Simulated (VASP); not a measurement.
**YSi2Rh2: single point with PBE**

Crystal: YSi2Rh2.

```
Y Si Rh
1.0
     4.29804   -0.02711    0.23947
     0.60849    4.06502    0.81873
    -0.25914   -0.53253    4.59785
Y Si Rh
1 2 2
Direct
  0.36493 0.62398 0.68547
  0.82662 0.88341 0.44200
  0.93754 0.35957 0.39293
  0.87239 0.89605 0.94902
  0.40201 0.18800 0.21408
```

The cell was built by a generator and needn't be a form met in nature.

```json
{"Program": "VASP 6.6.1", "Task": "single point", "Functional": "PBE", "Potentials or basis": "VASP PAW PBE potentials, release 64 (Y_sv, Si, Rh_pv)", "Cutoff": "520 eV", "k mesh": "4 × 4 × 3", "Occupations": "fermi-dirac, width 0.05 eV", "Spin": "no spin polarisation"}
```

| Item | Value |
| --- | --- |
| Pressure | 23.3 GPa |
| Largest force | 2.783 eV/Å |
| Band gap on the k mesh | none (metal or under the smearing width) |

Forces in eV/Å, atoms in the order of the input:
```
Y    1.387 -1.470  1.914
Si  -1.301 -0.473  0.423
Si  -0.824  1.340 -1.613
Rh   1.213  0.460 -0.612
Rh  -0.474  0.143 -0.111
```

Stress tensor (GPa, compression positive):
```
29.90 -0.43 -5.54
-0.43 23.61  6.87
-5.54  6.87 16.49
```

Levels at points of the mesh, in eV from the Fermi level:
```csv
k point,band 20,band 21,band 22,band 23,band 24,band 25,band 26,band 27,band 28,band 29
"(0.00, 0.00, 0.00)",-2.47,-1.84,-0.98,-0.80,-0.51,-0.32,1.04,1.82,2.41,3.15
"(0.50, 0.00, 0.00)",-2.26,-2.08,-1.97,-1.24,-0.93,-0.02,1.12,1.78,2.39,2.95
"(0.00, 0.50, 0.00)",-1.88,-1.78,-1.25,-0.41,-0.21,0.19,0.30,0.81,2.75,3.14
"(0.50, 0.50, 0.00)",-1.90,-1.65,-1.62,-1.36,-0.75,-0.69,0.55,1.47,1.84,2.49
```

Wall time 47 s on 1 thread of Intel(R) Xeon(R) Platinum 8488C (Sapphire Rapids), with other jobs on the host, peak memory 0.23 GiB.

Caveat: the k mesh is coarse (spacing up to 0.45 Å⁻¹), so the values aren't converged; so large a pressure means that the cell lies far from this level's equilibrium, or that cutoff or potentials fall short.
